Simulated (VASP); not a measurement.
Crystal: MgS.

```
CELL_PARAMETERS angstrom
0.00000 2.59500 2.59500
2.59500 0.00000 2.59500
2.59500 2.59500 0.00000
ATOMIC_POSITIONS crystal
Mg 0.00000 0.00000 0.00000
S 0.50000 0.50000 0.50000
```

The cell was built by a generator and needn't be a form met in nature.

| Quantity | Value |
| --- | --- |
| Program | VASP 6.6.1 |
| Task | relaxation of cell and atoms |
| Functional | PBE |
| Dispersion | D3(BJ) |
| Potentials or basis | VASP PAW PBE potentials, release 64 (Mg, S) |
| Cutoff | 600 eV |
| k mesh | 10 × 10 × 10 |
| Occupations | gaussian, width 0.02 eV |
| Spin | no spin polarisation |

At the start: pressure -1.8 GPa; volume 17.47 Å³/atom.

Q: How do energy, volume and symmetry change on relaxing?

A: Over 3 steps the energy falls by 2.4 meV/atom and the volume is 17.06 Å³/atom (-2.3 %); space group Fm-3m (No. 225, to 0.05 Å).

The path:
```tsv
step	energy change (eV)	largest force (eV/Å)	pressure (GPa)	volume (Å³)
1	0.0000	0.0000	-1.85	34.95
2	-0.0046	0.0000	0.47	33.94
3	-0.0048	0.0000	0.00	34.13
```

Final structure:
```cif
data_structure
_symmetry_space_group_name_H-M 'P 1'
_symmetry_Int_Tables_number 1
_cell_length_a 3.6410
_cell_length_b 3.6410
_cell_length_c 3.6410
_cell_angle_alpha 60.000
_cell_angle_beta 60.000
_cell_angle_gamma 60.000
_cell_volume 34.13
loop_
_atom_site_label
_atom_site_type_symbol
_atom_site_fract_x
_atom_site_fract_y
_atom_site_fract_z
_atom_site_occupancy
Mg1 Mg 0.00000 0.00000 0.00000 1
S1 S 0.50000 0.50000 0.50000 1
```
